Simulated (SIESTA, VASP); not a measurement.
This is a calculation of NbTe for VASP 6.6.1. Atoms were shifted at random by some hundredths of an Å from the given cell, which wasn't relaxed again for these runs. The cell comes from a database or a generator and needn't be the stable form of this composition.

The input INCAR:

```
PREC = Accurate
ENCUT = 520
EDIFF = 1E-7
ISMEAR = -1
SIGMA = 0.05
LREAL = False
LASPH = True
NELM = 80
ALGO = Normal
ISIF = 2
LWAVE = False
LCHARG = False
GGA = PS
NBANDS = 16
```

Contents of KPOINTS:

```
regular mesh
0
Gamma
  8 8 7
```

The input POSCAR:

```
NbTe
1.0
    3.7029743866      0.0000000000      0.0000000000
   -1.8514871933      3.2068698884      0.0000000000
    0.0000000000      0.0000000000      3.6942110000
Te Nb
1 1
Direct
    0.6653620000      0.3295180000     -0.0056360000
    0.0006730000     -0.0027150000      0.5068540000
```

Potentials or basis: VASP PAW PBE potentials, release 64 (Te, Nb_sv).

Run with:

```bash
$ cat potpaw_PBE.64/Te/POTCAR potpaw_PBE.64/Nb_sv/POTCAR > POTCAR
$ mpirun -np 1 vasp_std > vasp.out
```

Q: What does the same run look like in SIESTA 5.4.2? Potentials or basis there: files PseudoDojo sr-pbesol-0.4.1-standard, DZP (energy shift 0.003 Ry; two zetas on semicore shells).

A: As run (cutoffs and basis follow the program's own potentials, and thresholds, step limits or extra output files can differ):

The input NbTe.fdf:

```
SystemName                      NbTe
SystemLabel                     NbTe
NumberOfSpecies                 2
NumberOfAtoms                   2
%block ChemicalSpeciesLabel
  1  52 Te
  2  41 Nb
%endblock ChemicalSpeciesLabel

LatticeConstant                 1.0 Ang
%block LatticeVectors
     3.7029743866     0.0000000000     0.0000000000
    -1.8514871933     3.2068698884     0.0000000000
     0.0000000000     0.0000000000     3.6942110000
%endblock LatticeVectors
AtomicCoordinatesFormat         Fractional
%block AtomicCoordinatesAndAtomicSpecies
     0.6653620000     0.3295180000    -0.0056360000  1  Te
     0.0006730000    -0.0027150000     0.5068540000  2  Nb
%endblock AtomicCoordinatesAndAtomicSpecies

%block kgrid.MonkhorstPack
    8   0   0  0.0
    0   8   0  0.0
    0   0   7  0.0
%endblock kgrid.MonkhorstPack
XC.Functional                   GGA
XC.Authors                      PBEsol
PAO.BasisSize                   DZP
PAO.EnergyShift                 0.003 Ry
Mesh.Cutoff                     800 Ry
OccupationFunction              FD
ElectronicTemperature           0.05 eV
MaxSCFIterations                120
SCF.MustConverge                false
SCF.Mixer.Method                Pulay
SCF.Mixer.Weight                0.25
SCF.Mixer.History               8
SCF.DM.Tolerance                5.0e-05
SCF.H.Tolerance                 1.0e-03 eV
WriteForces                     true
Charge.Mulliken                 end
%block PAO.Basis
  Te 4
  n=5 0 2
    5.613 0.000
  n=5 1 2
    7.253 0.000
  n=4 2 2
    3.260 0.000
  n=5 2 1
    7.253
  Nb 5
  n=4 0 2
    3.366 0.000
  n=5 0 2
    9.113 0.000
  n=4 1 2
    3.905 0.000
  n=5 1 1
    9.113
  n=4 2 2
    7.312 0.000
%endblock PAO.Basis
```

Potentials or basis: PseudoDojo 0.4 standard (PBEsol files), converted to PSML, two zetas on semicore shells, DZP (energy shift 0.003 Ry; two zetas on semicore shells).

The run is started by

```bash
$ siesta NbTe.fdf > NbTe.out 2>&1
```

Both were run:

|  | VASP | SIESTA |
| --- | --- | --- |
| Pressure | -5.2 GPa | -2.3 GPa |
| Largest force | 0.428 eV/Å | 0.476 eV/Å |

The potentials hold 19 and 29 valence electrons a cell.

VASP's potentials were made for PBE.

Pressure is positive in compression.
